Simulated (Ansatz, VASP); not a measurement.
# Two plane-wave programs on In3C

The input INCAR:

```
SYSTEM = In3C
PREC = Accurate
ENCUT = 520
EDIFF = 1E-7
ISMEAR = 0
SIGMA = 0.1
LREAL = .False.
LASPH = .True.
NELM = 100
ALGO = Normal
ISIF = 2
LWAVE = .False.
LCHARG = .False.
GGA = PE
NBANDS = 30
```

Contents of KPOINTS:

```
regular mesh
0
Gamma
  4 4 4
  0 0 0
```

File POSCAR:

```
In3C
1.0
   -2.8327138700      2.8327138700      2.8327138700
    2.8327138700     -2.8327138700      2.8327138700
    2.8327138700      2.8327138700     -2.8327138700
In C
3 1
Direct
    0.0000000000      0.5000000000      0.5000000000
    0.5000000000      0.0000000000      0.5000000000
    0.5000000000      0.5000000000      0.0000000000
    0.0000000000      0.0000000000      0.0000000000
```

Input for Ansatz:

```yaml
crystal:
  lattice:
    - [-2.83271387, 2.83271387, 2.83271387]
    - [2.83271387, -2.83271387, 2.83271387]
    - [2.83271387, 2.83271387, -2.83271387]
  atoms:
    - { symbol: In, position: [0.0, 0.5, 0.5] }
    - { symbol: In, position: [0.5, 0.0, 0.5] }
    - { symbol: In, position: [0.5, 0.5, 0.0] }
    - { symbol: C, position: [0.0, 0.0, 0.0] }
basis:
  ecutwfc: 420
kpoints:
  mp_grid: { grid: [4, 4, 4] }
hamiltonian:
  xc: pbe
scf:
  occupations: { method: gaussian, width: 0.1 }
  lower_state_search: "off"
output:
  forces: true
  stress: true
  eigenvalues: true
```

Change from the starting cell: species swapped into the Sb3Au type (Im-3m, No. 229).

Alike in both runs: task single point; functional PBE; k mesh 4 × 4 × 4; occupations gaussian, width 0.1 eV; no spin polarisation.

```csv
,VASP,Ansatz
version,VASP 6.6.1,Ansatz 0.2.0
potentials or method,"VASP PAW PBE potentials, release 64 (In_d, C)","scalar-relativistic, plane waves, PAW"
plane-wave cutoff (eV),520,420
valence electrons in the cell,43,43
```

|  | VASP | Ansatz | Ansatz less VASP |
| --- | --- | --- | --- |
| gap on the k mesh at the Fermi level (eV) | none | none | - |
| pressure (GPa) | -0.3 | -0.3 | +0.02 |

A gap of «none» marks a metal or a gap that the smearing closes. With one functional, cell and mesh, what is left measures potentials, basis and numerics.

Caveats: the k mesh is coarse (spacing up to 0.39 Å⁻¹), so the values aren't converged.
